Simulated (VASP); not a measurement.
Calculation: LDA (Ceperley-Alder, Perdew-Zunger), VASP's LDA PAW potentials (set 64) (plane waves; VASP).

Input for VASP

POSCAR:
```
WS2
1
    3.1279757086     0.0000000000     0.0000000000
   -1.5639878544     2.7089062427     0.0000000000
    0.0000000000     0.0000000000    16.9587005920
W S
1 2
Direct
 -0.0000000000  -0.0000000000   0.0000000000
  0.3333330000   0.6666670000   0.9079030396
  0.3333330000   0.6666670000   0.0920969604
```

**INCAR**
```
! general
SYSTEM    =  WS2
PREC      =  Accurate
ENCUT     =  400
LREAL     =  .FALSE.
LASPH     =  .TRUE.

! electronic loop
EDIFF     =  1E-8
NELM      =  100
ALGO      =  Normal
LMAXMIX   =  6

! smearing
ISMEAR    =  0
SIGMA     =  0.01

! output
LWAVE     =  .FALSE.
LCHARG    =  .FALSE.

! other
LEPSILON  =  .TRUE.
```

KPOINTS:
```
Automatic mesh
0
Gamma
8 8 2
0 0 0
```

POTCAR, in this order: W_sv S (LDA.64 set). Program: vasp_std.

The resulting files:

**OUTCAR**
```
 ion  position               nearest neighbor table
   1  0.000  0.000  0.000-   2 2.39   3 2.39   2 2.39   3 2.39   2 2.39   3 2.39
   2  0.333  0.667  0.908-   1 2.39   1 2.39   1 2.39
   3  0.333  0.667  0.092-   1 2.39   1 2.39   1 2.39
  LATTYP: Found a hexagonal cell.
 ALAT       =     3.1279757086
 C/A-ratio  =     5.4216215763
 Subroutine PRICEL returns:
 Original cell was already a primitive cell.
 Subroutine GETGRP returns: Found 12 space group operations
The static configuration has the point symmetry D_3h.
The dynamic configuration has the point symmetry D_3h.
 Subroutine INISYM returns: Found 12 space group operations
 Subroutine IBZKPT returns following result:
 Found     20 irreducible k-points:

 Following reciprocal coordinates:
            Coordinates               Weight
  0.000000  0.000000  0.000000      1.000000
  0.125000 -0.000000  0.000000      6.000000
  0.250000 -0.000000  0.000000      6.000000
  0.375000  0.000000  0.000000      6.000000
  0.500000 -0.000000  0.000000      3.000000
  0.125000  0.125000  0.000000      6.000000
  0.250000  0.125000  0.000000     12.000000
...
```

**OSZICAR**
```
...
RMM:   4    -0.195321602952E+01   -0.16890E-03   -0.80577E-04  1294   0.122E-01
RMM:   5    -0.195322548642E+01   -0.94569E-05   -0.53712E-05  1305   0.289E-02
RMM:   6    -0.195322594111E+01   -0.45469E-06   -0.62645E-06  1341   0.836E-03
RMM:   7    -0.195322593744E+01    0.36773E-08   -0.84845E-07  1305   0.226E-03
RMM:   8    -0.195322593183E+01    0.56119E-08   -0.46518E-07  1144   0.762E-04
RMM:   9    -0.195322592770E+01    0.41276E-08   -0.74604E-07   853   0.239E-04
RMM:  10    -0.195322592840E+01   -0.70243E-09   -0.90460E-08   651   0.109E-04
 Linear response to external field (no local field effect), progress :
  Direction:   2
       N       E                     dE             d eps       ncg     rms          rms(c)
RMM:   1    -0.173599024454E+01   -0.17360E+01   -0.95360E+00  1308   0.104E+01
RMM:   2    -0.188657908168E+01   -0.15059E+00   -0.12354E-01  1164   0.170E+00
RMM:   3    -0.188914176704E+01   -0.25627E-02   -0.12242E-02  1239   0.461E-01
RMM:   4    -0.188935592838E+01   -0.21416E-03   -0.69212E-04  1290   0.110E-01
RMM:   5    -0.188936448304E+01   -0.85547E-05   -0.39212E-05  1320   0.259E-02
RMM:   6    -0.188936496005E+01   -0.47701E-06   -0.12251E-06  1329   0.681E-03
RMM:   7    -0.188936501344E+01   -0.53381E-07    0.24151E-07  1305   0.175E-03
RMM:   8    -0.188936503246E+01   -0.19024E-07    0.44195E-07  1106   0.566E-04
RMM:   9    -0.188936503072E+01    0.17383E-08    0.12614E-07   831   0.191E-04
RMM:  10    -0.188936503136E+01   -0.63439E-09   -0.84798E-08   657   0.996E-05
 Linear response to external field (no local field effect), progress :
  Direction:   3
       N       E                     dE             d eps       ncg     rms          rms(c)
RMM:   1    -0.972308953122E+00   -0.97231E+00   -0.38513E+00  1240   0.908E+00
RMM:   2    -0.103205272300E+01   -0.59744E-01   -0.47668E-02  1116   0.129E+00
RMM:   3    -0.103298875490E+01   -0.93603E-03   -0.55192E-03  1206   0.356E-01
RMM:   4    -0.103307969836E+01   -0.90943E-04   -0.41197E-04  1278   0.935E-02
RMM:   5    -0.103308492287E+01   -0.52245E-05   -0.26042E-05  1319   0.217E-02
RMM:   6    -0.103308493807E+01   -0.15200E-07   -0.10198E-06  1302   0.565E-03
RMM:   7    -0.103308503480E+01   -0.96729E-07   -0.33620E-07  1277   0.127E-03
RMM:   8    -0.103308500335E+01    0.31447E-07    0.48855E-08   955   0.395E-04
RMM:   9    -0.103308501176E+01   -0.84093E-08   -0.51362E-08   628   0.139E-04
 Linear response to external field, progress :
  Direction:   1
       N       E                     dE             d eps       ncg     rms          rms(c)
RMM:   1    -0.172068362611E+01   -0.17207E+01   -0.95176E+00  4284   0.103E+01
RMM:   2    -0.191821246495E+01   -0.19753E+00   -0.12446E-01  3902   0.169E+00    0.259E+00
RMM:   3    -0.184501431290E+01    0.73198E-01   -0.98450E-02  4162   0.189E+00    0.139E+00
RMM:   4    -0.187476283860E+01   -0.29749E-01   -0.71858E-02  4547   0.185E+00    0.283E-01
RMM:   5    -0.188158328469E+01   -0.68204E-02   -0.43941E-03  4130   0.503E-01    0.273E-02
RMM:   6    -0.188259569965E+01   -0.10124E-02   -0.43970E-04  4283   0.160E-01    0.172E-02
RMM:   7    -0.188278157488E+01   -0.18588E-03   -0.12193E-04  4396   0.525E-02    0.382E-03
RMM:   8    -0.188293965638E+01   -0.15808E-03   -0.15269E-05  4489   0.150E-02    0.143E-03
RMM:   9    -0.188297567544E+01   -0.36019E-04   -0.10748E-05  4601   0.451E-03    0.453E-04
RMM:  10    -0.188298200772E+01   -0.63323E-05   -0.55924E-08  4736   0.141E-03    0.124E-04
RMM:  11    -0.188298427692E+01   -0.22692E-05   -0.32838E-06  4851   0.495E-04    0.646E-05
RMM:  12    -0.188298468406E+01   -0.40714E-06   -0.11460E-06  4765   0.205E-04    0.220E-05
RMM:  13    -0.188298503626E+01   -0.35220E-06   -0.99566E-07  3619   0.126E-04    0.653E-06
 Linear response to external field, progress :
  Direction:   2
       N       E                     dE             d eps       ncg     rms          rms(c)
RMM:   1    -0.174364665699E+01   -0.17436E+01   -0.97472E+00  2633   0.103E+01
RMM:   2    -0.191837634423E+01   -0.17473E+00   -0.12417E-01  2418   0.168E+00    0.259E+00
RMM:   3    -0.184457074859E+01    0.73806E-01   -0.93714E-02  2494   0.188E+00    0.140E+00
RMM:   4    -0.187579712208E+01   -0.31226E-01   -0.80529E-02  2763   0.187E+00    0.284E-01
RMM:   5    -0.188151846137E+01   -0.57213E-02   -0.45815E-03  2521   0.516E-01    0.314E-02
RMM:   6    -0.188269649259E+01   -0.11780E-02   -0.13354E-04  2623   0.166E-01    0.187E-02
RMM:   7    -0.188288036139E+01   -0.18387E-03   -0.54469E-05  2761   0.541E-02    0.868E-03
RMM:   8    -0.188302277857E+01   -0.14242E-03    0.39676E-05  2670   0.167E-02    0.193E-03
RMM:   9    -0.188307801582E+01   -0.55237E-04   -0.17497E-05  2764   0.497E-03    0.970E-04
RMM:  10    -0.188310771022E+01   -0.29694E-04   -0.84318E-06  2792   0.186E-03    0.170E-04
RMM:  11    -0.188311315483E+01   -0.54446E-05   -0.12365E-06  2796   0.605E-04    0.865E-05
RMM:  12    -0.188311474280E+01   -0.15880E-05   -0.17143E-06  2760   0.241E-04    0.245E-05
RMM:  13    -0.188311499000E+01   -0.24720E-06   -0.13819E-06  1980   0.112E-04    0.982E-06
 Linear response to external field, progress :
  Direction:   3
       N       E                     dE             d eps       ncg     rms          rms(c)
RMM:   1    -0.972308953122E+00   -0.97231E+00   -0.38513E+00  1240   0.908E+00
RMM:   2    -0.103205272300E+01   -0.59744E-01   -0.47668E-02  1116   0.129E+00    0.298E+00
RMM:   3    -0.281527810518E+00    0.75052E+00   -0.25483E+00  1310   0.498E+00    0.124E+00
RMM:   4    -0.201372325473E+00    0.80155E-01   -0.10785E-01  1065   0.146E+00    0.448E-01
RMM:   5    -0.181463604515E+00    0.19909E-01   -0.71936E-02  1100   0.997E-01    0.222E-01
RMM:   6    -0.179232289262E+00    0.22313E-02   -0.83425E-03  1208   0.289E-01    0.135E-01
RMM:   7    -0.179068170060E+00    0.16412E-03   -0.61214E-03  1072   0.241E-01    0.502E-02
RMM:   8    -0.179293087653E+00   -0.22492E-03   -0.19717E-03  1239   0.977E-02    0.400E-02
RMM:   9    -0.179624367616E+00   -0.33128E-03   -0.49487E-04  1188   0.926E-02    0.414E-02
RMM:  10    -0.180259453979E+00   -0.63509E-03   -0.49376E-04  1214   0.547E-02    0.212E-02
RMM:  11    -0.180512107774E+00   -0.25265E-03   -0.10669E-03  1209   0.482E-02    0.246E-02
RMM:  12    -0.180295765729E+00    0.21634E-03    0.22315E-04  1191   0.193E-02    0.128E-02
RMM:  13    -0.180288835173E+00    0.69306E-05   -0.29846E-04  1187   0.144E-02    0.568E-03
RMM:  14    -0.180258516682E+00    0.30318E-04    0.29290E-05  1227   0.762E-03    0.186E-03
RMM:  15    -0.180271518298E+00   -0.13002E-04   -0.18845E-05  1290   0.431E-03    0.262E-03
RMM:  16    -0.180280618415E+00   -0.91001E-05    0.74296E-06  1244   0.214E-03    0.763E-04
RMM:  17    -0.180282058203E+00   -0.14398E-05   -0.45806E-05  1223   0.113E-03    0.176E-04
RMM:  18    -0.180280943819E+00    0.11144E-05    0.71852E-06  1218   0.471E-04    0.273E-04
RMM:  19    -0.180280867490E+00    0.76329E-07   -0.68470E-06   980   0.159E-04    0.115E-04
RMM:  20    -0.180280476377E+00    0.39111E-06    0.59244E-07  1023   0.142E-04    0.450E-05
RMM:  21    -0.180280312253E+00    0.16412E-06   -0.11121E-06   473   0.618E-05    0.123E-05
RMM:  22    -0.180280249333E+00    0.62920E-07    0.39523E-07   400   0.559E-05    0.133E-05
RMM:  23    -0.180280339053E+00   -0.89720E-07    0.21789E-09   225   0.473E-05    0.409E-06
```

### OUTCAR
```
------------------------ aborting loop because EDIFF is reached ----------------------------------------

 HEAD OF MICROSCOPIC STATIC DIELECTRIC TENSOR (INDEPENDENT PARTICLE, excluding Hartree and local field effects)
 ------------------------------------------------------
           5.838829    -0.000000     0.000000
          -0.000000     5.838829    -0.000000
          -0.000000     0.000000     3.601850
 ------------------------------------------------------

 MACROSCOPIC STATIC DIELECTRIC TENSOR (including local field effects in DFT)
 ------------------------------------------------------
           5.545168    -0.000000     0.000000
          -0.000000     5.545167     0.000000
           0.000000     0.000000     1.432852
 ------------------------------------------------------

 PIEZOELECTRIC TENSOR (including local field effects)  for field in x, y, z        (e  Angst)
          XX          YY          ZZ          XY          YZ          ZX
  --------------------------------------------------------------------------------
  x    -0.00000     0.00000     0.00000     1.20528     0.00000     0.00000
  y     1.20528    -1.20528    -0.00000     0.00000     0.00000     0.00000
  z     0.00000     0.00000     0.00000     0.00000    -0.00000     0.00000

 PIEZOELECTRIC TENSOR (including local field effects)  for field in x, y, z        (C/m^2)
          XX          YY          ZZ          XY          YZ          ZX
  --------------------------------------------------------------------------------
  x    -0.00000     0.00000     0.00000     0.13438     0.00000     0.00000
  y     0.13438    -0.13438    -0.00000     0.00000     0.00000     0.00000
  z     0.00000     0.00000     0.00000     0.00000    -0.00000     0.00000

 BORN EFFECTIVE CHARGES (including local field effects) (in |e|, cummulative output)
 ---------------------------------------------------------------------------------
 ion    1
    1    -0.67294     0.00000    -0.00000
    2     0.00000    -0.67294    -0.00000
    3     0.00000     0.00000    -0.09504
 ion    2
    1     0.33647    -0.00000    -0.00000
    2    -0.00000     0.33647     0.00000
    3     0.00000     0.00000     0.04752
 ion    3
    1     0.33647    -0.00000     0.00000
    2    -0.00000     0.33647     0.00000
    3     0.00000     0.00000     0.04752
```
(Selected blocks of OUTCAR.)

The cell holds a wide vacuum, so values per volume refer to the whole cell. The dielectric response may not be converged in the k-mesh; for small gaps it tends to come out too large.

The cell is a sheet with vacuum, built from a database entry that may be metastable or hypothetical.
